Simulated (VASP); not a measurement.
```xyz
2
Lattice="1.8073 -3.1304 0.0000 1.8073 3.1304 0.0000 0.0000 0.0000 5.6100" Properties=species:S:1:pos:R:3 pbc="T T T"
Er     1.8073     1.0435     1.4025
Er     1.8073    -1.0435     4.2075
```

Method: revPBE GGA, VASP's PBE PAW potentials (set 64) (plane waves; VASP). Settings: 520 eV cut-off, 13×13×7 Γ-centred mesh, tetrahedra with Blöchl corrections, potentials Er_3.

The 4f electrons are frozen in the core of the lanthanide potential, so 4f levels, which can set the real gap, and their magnetism are missing.

Task: Predict the energy per atom (σ→0), band gap (on the k-mesh) with the smallest direct gap where there is one.

Result: 
band gap (on the k-mesh): none (metal, semimetal or under 0.01 eV)
energy per atom (σ→0): -407.2 kJ/mol of atoms

Only differences to runs with the same potentials and settings are physical.

The compound is Er in the hcp structure. It was relaxed first.
